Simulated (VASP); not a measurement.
Input:

```yaml
crystal:
  lattice:
    - [0.00000, 3.04053, 2.95468]
    - [2.95554, 0.00000, 2.95468]
    - [2.95554, 3.04053, 0.00000]
  atoms:
    - { symbol: Pb, position: [0.00000, 0.00000, 0.00000] }
    - { symbol: F, position: [0.25000, 0.25000, 0.25000] }
    - { symbol: F, position: [0.74033, 0.75967, 0.75967] }
```

Computed with PBE GGA, VASP's PBE PAW potentials (set 64) (plane waves; VASP). Settings: 520 eV cut-off, 10×10×10 Γ-centred mesh, Gaussian smearing of 0.050 eV, potentials Pb_d F.

Q: Which forces act on the atoms, in eV/Å?

A: 
| atom | Fx | Fy | Fz |
|---|---|---|---|
| Pb1 | 0.040 | 0.000 | 0.000 |
| F2 | 0.104 | 0.000 | 0.000 |
| F3 | -0.144 | 0.000 | 0.000 |

Q: Give the stress tensor in GPa (positive for a compressed cell).

A: 
```
 1.53   0.00   0.00
 0.00  -0.02   0.44
 0.00   0.44   1.51
```
The pressure is its mean diagonal, 1.01 GPa.

The compound is PbF2 in the fluorite structure, the β form. The cell was not relaxed at this level, atoms are displaced from their ideal sites. The run is one of a series of settings (KPOINTS 10×10×10 Γ-centred mesh against the base run), some of them coarse on purpose.
